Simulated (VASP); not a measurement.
```
CELL_PARAMETERS angstrom
      5.35491     0.00000     0.00000
      2.67745     4.63749     0.00000
      0.00000     0.00000    21.05816
ATOMIC_POSITIONS crystal
  Zn 0.83026 0.33564 0.32553
  Zn 0.33410 0.33564 0.32553
  Zn 0.83372 0.83255 0.32558
  Zn 0.33491 0.83018 0.32459
  Zn 0.99670 0.00024 0.44249
  Zn 0.50306 0.00024 0.44249
  Zn 0.99841 0.50317 0.44288
  Zn 0.50190 0.49621 0.44308
  Zn 0.83119 0.33640 0.55715
  Zn 0.33242 0.33640 0.55715
  Zn 0.83417 0.83166 0.55963
  Zn 0.33413 0.83175 0.55660
  Zn 0.96633 0.99890 0.67782
  Zn 0.53477 0.99890 0.67782
  Zn 0.00440 0.49120 0.67585
  Zn 0.49456 0.51088 0.67623
  C  0.25164 0.99672 0.73220
```

These are PBE GGA, VASP's PBE PAW potentials (set 64) (plane waves; VASP 6.6.1) values and carry that method's errors. Settings: PREC = Normal, EDIFF = 1E-5, 400 eV cut-off, 6×6×1 Γ-centred mesh, first-order Methfessel-Paxton smearing of 0.10 eV, potentials Zn C.

**Question.** The ions are relaxed. What does this cell relax into?

**Answer.** 
```
CELL_PARAMETERS angstrom
      5.35491     0.00000     0.00000
      2.67745     4.63749     0.00000
      0.00000     0.00000    21.05816
ATOMIC_POSITIONS crystal
  Zn 0.82807 0.34264 0.32062
  Zn 0.32928 0.34264 0.32062
  Zn 0.82837 0.84327 0.32054
  Zn 0.32865 0.84270 0.31723
  Zn 0.99226 0.01201 0.43821
  Zn 0.49572 0.01201 0.43821
  Zn 0.99290 0.51420 0.43802
  Zn 0.49578 0.50843 0.43750
  Zn 0.82404 0.35244 0.55437
  Zn 0.32351 0.35244 0.55437
  Zn 0.82910 0.84180 0.55762
  Zn 0.32725 0.84550 0.55345
  Zn 0.98713 0.96935 0.66460
  Zn 0.54351 0.96935 0.66460
  Zn 0.04599 0.40802 0.71602
  Zn 0.48134 0.53732 0.71894
  C  0.26374 0.97252 0.72765
```

**Question.** How much energy does the relaxation gain?

**Answer.** The energy (σ→0) changes by -25.4 meV/atom, in 52 ionic steps.

The cell is a thin slab with vacuum, built from Zn (hcp): (001) face, C adsorbed.
